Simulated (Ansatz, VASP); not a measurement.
# Ga (alpha-Ga (Cmce)): VASP beside Ansatz, part 2 of 2

Wanted: the spread between two codes on one cell, functional and k mesh. The cell is taken from a series of runs on this material, whose earlier steps may have relaxed, scaled, displaced or heated it; both programs get it as it stands.

VASP 6.6.1 and Ansatz 0.2.0.

So far. Step 2 (VASP: single point, HSE06): The run ends at a pressure of 1.49 GPa, with forces up to 0.11 eV/Å.

## Step 3: Ansatz: single point, HSE06

Level of this step: Ansatz beside VASP: Kohn-Sham DFT, plane waves, HSE06 (Ansatz).

Ansatz runs on its default PAW (the set named soft_2) files.

The same cell, functional, mesh and smearing now go to Ansatz.

File input.yaml:

```yaml
crystal:
  lattice:
    - [2.237889502, -3.7981619759, 0.0]
    - [2.237889502, 3.7981619759, 0.0]
    - [0.0, 0.0, 4.4857385565]
  atoms:
    - { symbol: Ga, position: [0.8439836506, 0.1560163494, 0.0823980745] }
    - { symbol: Ga, position: [0.6560163494, 0.3439836506, 0.5823980745] }
    - { symbol: Ga, position: [0.1560163494, 0.8439836506, 0.9176019255] }
    - { symbol: Ga, position: [0.3439836506, 0.6560163494, 0.4176019255] }
basis:
  ecutwfc: 420
  xc_grid: 2
hamiltonian:
  xc: hse06
kpoints:
  mp_grid: { grid: [6, 6, 5] }
scf:
  occupations: { method: fermi_dirac, width: 0.05 }
  max_iter: 150
output:
  forces: true
  stress: true
checkpoint:
  write: "../Ga.hse06.run"
  compress: false
  write_wavefunctions: false
  write_every: 100000
```

Started as:

```console
> ansatz run input.yaml --threads 8 --pin off --max-ram 13189MiB --backend cpu --events-out ev --progress --plain --runs-dir out
```

Numbers of over 12 decimals in the logs are rounded to 6 here.

The log of the run:

```text
Warning: output.stress: scf.convergence.dr2_threshold = 1e-7 eV (the SCF's general default) is looser than the 4e-10 eV advised for a printed stress (1e-10 eV for each atom of the cell: 4). What an SCF threshold leaves in a stress goes as its square root, and in the free energy as the threshold itself, and one threshold admits the most on a small cell: [figures from the program's tests cut] Set scf.convergence.dr2_threshold to 4e-10 eV or tighter. The threshold is an SCF's pass mark: one that does not reach it within its budget of iterations ends unconverged, or closes short of it on a stop that the run arms, and scf.convergence.dr2_threshold's page says what that costs each kind of run
Warning: output.stress: scf.exx.energy_threshold = 1e-6 eV is looser than the 4e-8 eV advised for a stress under a hybrid functional (1e-8 eV for each atom of the cell: 4). Every SCF of the exchange loop can meet its threshold on dr2 while the loop round them stops early: no threshold on dr2 bounds what that leaves in the stress. Set scf.exx.energy_threshold to 4e-8 eV or tighter. The threshold is the loop's pass mark: a loop that does not reach it within its budget of cycles ends unconverged, and scf.exx.energy_threshold's page has the law
Engine: ansatz 0.2.0, aarch64-unknown-linux-gnu
Pseudopotentials: kind: paw
Pseudopotential: Ga, paw, valence charge 13, recommended cutoff 420 eV (normal), Ga.paw.azcp
Functional definition: HSE06
  parameter a = 0.25
  parameter omega = 0.11/bohr
  exchange = pbe_x - a*pbe_x_sr(omega) + a*exact_x_sr(omega)
  correlation = pbe_c
Crystal: 4 atoms, lattice volume = 76.256 Å³
Basis set: ecut = 420 eV, 1509 PW (Γ), exchange–correlation on 60×60×60 points (8 copies of the dense FFT grid, shifted against one another)
Bands: 32, of which v1, the nominal top of the filled ones, is band 26 counted from 1 (25 counted from 0)
Symmetry: 8 space group operations
Space group: Cmce (ITA 64), of the structure as read, at distance tolerance 4.2e-5 Å
k-points: 39 of 180
Non-local potential: Ga, projectors of the file, l = 0: 2, l = 1: 2, l = 2: 3, l = 3: 1
PAW form: soft (Blöchl's): semilocal exchange-correlation on the pseudo side does not see the compensation charge
PAW frozen core: Ga, regenerated for the run's functional, and the local potential with it (the file was generated under x = pbe(κ = 0.804, μ = 0.219515), c = pbe(β = 0.066725))
PAW one-centre angular grid: Ga, 590 points (default); XC on 64 Gauss nodes
Initial density: superposition of atomic densities (neutral atoms: chi_scale 0, normalization atom), corrected by the library's trained network
Initial wavefunctions: pseudopotential atomic-orbital guess
Functional: x = pbe(κ = 0.804, μ = 0.219515), c = pbe(β = 0.066725), warm-up for x = pbe(κ = 0.804, μ = 0.219515) + 0.25 (exact − pbe) at short range (hse, ω = 0.207870 Å⁻¹), c = pbe(β = 0.066725); HSE06 as pw.x's `hse` composes it (authors' and Libxc's form: `xc: wpbeh`)
SCF iter   1: F=—  HF=-15132.036913 eV  |F-HF|=—  |Δ(HF+E_count)|=         —  Δρ=1.45e-3  dr2=2.12e-3  ethr=1.77e-3  ⟨swp⟩=6.0  Hψ=4898  notcnv=0
preconditioner: auto → Kerker (q_TF=auto, 2.560 Å⁻¹)  [metal: Δε(μ)=0.031 eV  Ē_g=16.259 eV  σ=0.050 eV  W_gap=0.15  n_scr=20 (ndim 8)  ℏωp=30.7 eV  f_vac=0.005  D(μ)=1.42/eV (n_scr^D=8)]
SCF iter   2: F=—  HF=-15132.037184 eV  |F-HF|=—  |Δ(HF+E_count)|=   2.71e-4  Δρ=8.67e-4  dr2=9.07e-4  ethr=4.07e-6  ⟨swp⟩=4.0  Hψ=3217  notcnv=0
SCF iter   3: F=—  HF=-15132.037148 eV  |F-HF|=—  |Δ(HF+E_count)|=   3.67e-5  Δρ=3.42e-4  dr2=1.31e-4  ethr=1.75e-6  ⟨swp⟩=3.0  Hψ=2509  notcnv=0
iter 4 solved again at ethr=2.42e-8 eV; its pass at ethr=2.52e-7 eV (dr2=1.26e-5 eV) is discarded
SCF iter   4: F=—  HF=-15132.037101 eV  |F-HF|=—  |Δ(HF+E_count)|=   4.64e-5  Δρ=1.40e-4  dr2=1.26e-5  ethr=2.42e-8  ⟨swp⟩=2.0  Hψ=6244  notcnv=0
SCF iter   5: F=—  HF=-15132.037104 eV  |F-HF|=—  |Δ(HF+E_count)|=   3.16e-6  Δρ=4.33e-5  dr2=2.66e-6  ethr=2.42e-8  ⟨swp⟩=3.0  Hψ=2460  notcnv=0
SCF iter   6: F=—  HF=-15132.037105 eV  |F-HF|=—  |Δ(HF+E_count)|=   1.91e-7  Δρ=2.24e-5  dr2=4.64e-7  ethr=5.11e-9  ⟨swp⟩=3.0  Hψ=3020  notcnv=0
SCF iter   7: F=—  HF=-15132.037105 eV  |F-HF|=—  |Δ(HF+E_count)|=   6.45e-8  Δρ=5.53e-6  dr2=3.02e-8  ethr=8.93e-10  ⟨swp⟩=3.3  Hψ=2754  notcnv=0
SCF iter   8: F=—  HF=-15132.037105 eV  |F-HF|=—  |Δ(HF+E_count)|=   2.24e-9  Δρ=2.72e-6  dr2=4.67e-9  ethr=5.80e-11  ⟨swp⟩=4.0  Hψ=3853  notcnv=0
SCF iter   9: F=—  HF=-15132.037105 eV  |F-HF|=—  |Δ(HF+E_count)|=  2.06e-10  Δρ=1.00e-6  dr2=6.10e-10  ethr=8.98e-12  ⟨swp⟩=3.1  Hψ=2522  notcnv=0
[...]
SCF 1 converged in 10 iterations: F = -15132.037105 eV  dr2 = 1.06e-10
  greatest PAW one-centre occupation: 0.994 electrons in one spin orbital (limit 2), on the Ga atom at site 3 (counted from 0), in its partial waves of l = 2
Initial density: handed on by an earlier stage of this run
Initial wavefunctions: those handed on with the density
Functional: x = pbe(κ = 0.804, μ = 0.219515) + 0.25 (exact − pbe) at short range (hse, ω = 0.207870 Å⁻¹), c = pbe(β = 0.066725); HSE06 as pw.x's `hse` composes it (authors' and Libxc's form: `xc: wpbeh`)
Exchange kernel: α = 0.2500, screened, ω = 0.2079 Å⁻¹, Wigner–Seitz truncation, v(0) = 1046.7682 eV·Å³, q-mesh 6×6×5, nearest image of the exchange supercell L = 22.43 Å, pair-density grid 20×20×20, without the augmentation charges, whose exchange is taken in its separable form by FFT convolution over the k-point mesh (sized by the pseudopotential files, 27×27×30 at the most), smooth part of the exact exchange by density-matrix convolution
Frozen-core exchange: fock
[...]
eigensolver tolerance schedule calibrated: the retry pair's looser diagonalisation under-reported the residual by θ = 0.51 (0.17/decade); ethr = c·dr2/N_el runs at the constant in force after the calibration composes with the one it found (an armed cap, an earlier calibration), c = 3.6e-2
preconditioner: auto → none  [insulator: Δε(μ)=0.117 eV  Ē_g=19.381 eV  σ=0.050 eV  W_gap=0.50  n_scr=20 (ndim 8)  ℏωp=30.7 eV  f_vac=0.003  D(μ)=0.96/eV (n_scr^D=2)]
[...]
preconditioner: auto → Kerker (q_TF=auto, 2.560 Å⁻¹)  [metal: Δε(μ)=0.112 eV  Ē_g=19.024 eV  σ=0.050 eV  W_gap=0.49  n_scr=20 (ndim 8)  ℏωp=30.7 eV  f_vac=0.002  D(μ)=0.96/eV (n_scr^D=2)]
[...]
SCF iter   5: F=—  HF=-15133.797148 eV  |F-HF|=—  |Δ(HF+E_count)|=   1.27e-4  Δρ=2.36e-4  dr2=1.24e-4  ethr=8.15e-7  ⟨swp⟩=3.0  Hψ=2453  notcnv=0
SCF iter   6: F=—  HF=-15133.797822 eV  |F-HF|=—  |Δ(HF+E_count)|=   6.73e-4  Δρ=2.99e-4  dr2=2.57e-5  ethr=5.10e-8  ⟨swp⟩=4.1  Hψ=4401  notcnv=0
SCF iter   7: F=-15133.797802 eV  HF=-15133.797802 eV  |F-HF|=1.18e-7  |Δ(HF+E_count)|=   2.00e-5  Δρ=2.34e-5  dr2=1.29e-6  ethr=1.71e-8  ⟨swp⟩=4.0  Hψ=4185  notcnv=0
SCF 2 stopped early in 7 iterations: F = -15133.797802 eV  dr2 = 1.29e-6
  Residual-converged pass: ⟨swp⟩=3.0  Hψ=2517  notcnv=0  max |occ|·‖R‖ = 6.4e-6 eV (tolerance 6.7e-6 eV)  dr2=1.28e-6  dr2_onsite=1.44e-7  max |Δocc| = 5.4e-10
  greatest PAW one-centre occupation: 0.995 electrons in one spin orbital (limit 2), on the Ga atom at site 3 (counted from 0), in its partial waves of l = 2
hybrid outer 1: dexx = +2.426e-2 eV, tail = 9.03e-5 eV
Exchange kernel: α = 0.2500, screened, ω = 0.2079 Å⁻¹, Wigner–Seitz truncation, v(0) = 1046.7682 eV·Å³, q-mesh 6×6×5, nearest image of the exchange supercell L = 22.43 Å, pair-density grid 20×20×20, without the augmentation charges, whose exchange is taken in its separable form by FFT convolution over the k-point mesh (sized by the pseudopotential files, 27×27×30 at the most), smooth part of the exact exchange by density-matrix convolution
Frozen-core exchange: fock
SCF iter   1: F=—  HF=-15133.797764 eV  |F-HF|=—  |Δ(HF+E_count)|=         —  Δρ=6.95e-5  dr2=2.67e-6  ethr=8.69e-7  ⟨swp⟩=4.7  Hψ=2821  notcnv=0
preconditioner: auto → none  [insulator: Δε(μ)=0.129 eV  Ē_g=19.107 eV  σ=0.050 eV  W_gap=0.52  n_scr=20 (ndim 8)  ℏωp=30.7 eV  f_vac=0.002  D(μ)=0.87/eV (n_scr^D=2)]
SCF iter   2: F=—  HF=-15133.797766 eV  |F-HF|=—  |Δ(HF+E_count)|=   2.31e-6  Δρ=2.11e-5  dr2=5.79e-7  ethr=3.81e-9  ⟨swp⟩=4.0  Hψ=4082  notcnv=0
SCF iter   3: F=—  HF=-15133.797768 eV  |F-HF|=—  |Δ(HF+E_count)|=   1.79e-6  Δρ=1.14e-5  dr2=1.33e-7  ethr=5.01e-10  ⟨swp⟩=4.1  Hψ=3574  notcnv=0
SCF iter   4: F=—  HF=-15133.797768 eV  |F-HF|=—  |Δ(HF+E_count)|=   2.27e-8  Δρ=2.46e-6  dr2=1.16e-8  ethr=2.02e-10  ⟨swp⟩=3.0  Hψ=2461  notcnv=0
SCF iter   5: F=—  HF=-15133.797768 eV  |F-HF|=—  |Δ(HF+E_count)|=   3.24e-8  Δρ=2.99e-6  dr2=5.43e-9  ethr=9.86e-12  ⟨swp⟩=4.1  Hψ=4525  notcnv=0  defer=1
SCF iter   6: F=—  HF=-15133.797768 eV  |F-HF|=—  |Δ(HF+E_count)|=   9.77e-9  Δρ=4.66e-7  dr2=3.18e-10  ethr=7.40e-12  ⟨swp⟩=4.0  Hψ=4069  notcnv=0
SCF iter   7: F=-15133.797768 eV  HF=-15133.797768 eV  |F-HF|=2.11e-10  |Δ(HF+E_count)|=   2.42e-9  Δρ=3.94e-7  dr2=9.41e-11  ethr=1.00e-12  ⟨swp⟩=4.0  Hψ=4188  notcnv=0
SCF 3 converged in 7 iterations: F = -15133.797768 eV  dr2 = 9.41e-11
  Residual-converged pass: ⟨swp⟩=2.1  Hψ=1533  notcnv=0  max |occ|·‖R‖ = 2.7e-7 eV (tolerance 2.7e-7 eV)  dr2=9.40e-11  dr2_onsite=1.67e-10  max |Δocc| = 4.9e-13
hybrid outer 2: dexx = +2.404e-6 eV, tail = 4.40e-8 eV, Δε = 5.97e-3 eV (about 1.65e-4 eV left of the loop's levels), ΔF = 9.03e-4 eV/Å (tail 3.45e-4)
hybrid SCF converged: 2 outer / 14 inner (+10 warm-up), last move |dexx| = 2.40e-6 eV, tail = 4.40e-8 eV
Stability not checked: this state was not tested for a lower state beside it, because the functional holds exact exchange (a hybrid, or Hartree-Fock), whose exchange loop this test does not read (fock_operator; see scf.lower_state_search)
Free energy (F): -15133.797768 eV
Frozen-core exchange: fock
Harris-Foulkes:  -15133.797768 eV  (|F-HF|=2.11e-10)
Internal energy: -15133.790568 eV  (E = F + TS)
E sigma→0 (E₀):  -15133.794168 eV
Entropy (-TS):   -0.007200 eV (-1.800 meV/atom)
Fermi energy:    9.257451 eV
--- Per-component energies (eV) ---
  E_band       = -290.884191
  E_kinetic    = 459.037463
  E_local      = -7536.599349  (includes V_loc(G=0)·N_el)
  E_nonlocal   = 1696.100744
  E_hartree    = 3553.025733
  E_xc         = -223.141717
  E_vxc        = -186.920914  (∫ρ·V_xc dr)
  E_exx        = -191.449488  (= α·E_x^exact, valence–valence)
  E_paw        = -7817.194064  (= ΣΔE_a)
  E_vpaw       = -1445.655035  (= ΣTr[D̂ρ^β])
  E_aug_tail   = -0.000432  (compensation charges beyond the density's cutoff)
  E_ewald      = -5074.018442
  E_core_change = 0.448984  (= ΣΔE_core)
  E_smearing   = -0.007200  (= −TS)
  E_closure    = -0.000000  (closes the sum)
  Σ components = -15133.797768   (vs F -15133.797768, Δ=0.00e0)
--- Forces (eV/Å), atoms counted from 1 ---
  atom   1  Ga    -0.00000000    -0.09461211    -0.02635368
  atom   2  Ga     0.00000000     0.09461211    -0.02635368
  atom   3  Ga     0.00000000     0.09461211     0.02635368
  atom   4  Ga    -0.00000000    -0.09461211     0.02635368
  max |Σ_I F_I| component: 1.39e-17 eV/Å
--- Stress (GPa, compression-positive) ---
        1.362250       0.000000       0.000000
        0.000000       1.480014       0.000000
        0.000000       0.000000       2.452015
  P = ⅓ Tr σ = 1.7648 GPa (17.648 kbar)
--- Band table (eV; the first three rows and the last of 39) ---
  k-point 0: bands = [... 22 lower, 5.0927, 7.2511, 7.6670, 8.3016, 10.2778, 10.5875, 10.6102]
  k-point 1: bands = [... 22 lower, 7.5987, 7.6628, 7.9758, 8.5335, 10.2460, 10.6202, 11.2762]
  k-point 2: bands = [... 22 lower, 8.5912, 8.8960, 9.0613, 9.1856, 9.9505, 10.2881, 11.0841]
  k-point 38: bands = [... 22 lower, 2.8512, 3.7983, 7.0045, 7.9454, 8.7925, 9.0665, 15.4867]
  guard bands above this table: 3 of the run's 32 bands. The solve was not asked for them (output.publish_guard_bands: true or output.eigenvalues: true publishes all)
```

The column dr2 measures how far the density is from self-consistency, as an energy; F and HF (Harris–Foulkes) agree once it is small.

The run ends at a pressure of 1.76 GPa, with forces up to 0.098 eV/Å.

## Step 4: Side by side

Known differences besides the potentials themselves: exact exchange at q = 0 is treated differently, which shows on coarse meshes; VASP keeps PBE cores, Ansatz makes them for the functional; the cutoff is 420 eV in Ansatz and 400 eV in VASP; VASP takes a coarser grid for exact exchange (PRECFOCK = Fast). Total energies have different zeros and are not compared.

The two programs side by side:

| quantity | Ansatz | VASP | difference |
| --- | --- | --- | --- |
| pressure (GPa) | 1.76 | 1.49 | +0.28 |

Forces (eV/Å; atoms numbered as in POSCAR):

| atom | Ansatz x, y, z | VASP x, y, z |
| --- | --- | --- |
| Ga1 | 0.000, -0.095, -0.026 | 0.000, -0.103, -0.029 |
| Ga2 | 0.000, 0.095, -0.026 | 0.000, 0.103, -0.029 |
| Ga3 | 0.000, 0.095, 0.026 | 0.000, 0.103, 0.029 |
| Ga4 | 0.000, -0.095, 0.026 | 0.000, -0.103, 0.029 |

The forces differ by 5.3 meV/Å r.m.s., which is 8.6 % of the r.m.s. force of 0.062 eV/Å (both taken over all components).

## Step 5: Outcome

```json
{
  "r.m.s. force difference (single point, HSE06)": "5.3 meV/Å"
}
```

In words: The r.m.s. force difference is 5.3 meV/Å (single point, HSE06), within the 12 meV/Å picked in this series as the mark of a large difference. How closely two codes agree says nothing of how well the functional describes the real material.

[Lines on the potential files, build, host, timing and source positions are cut from VASP's logs without a mark.]

[Logs are printed without paths, hosts, clocks, repeated set-up lines and the standing remarks that a program may print on its own settings, such as how far it seeks lower states.]

[Hosts, paths, dates, database ids (printed as entryN), source tags and the programs' standing remarks are cut or masked in the printed files.]
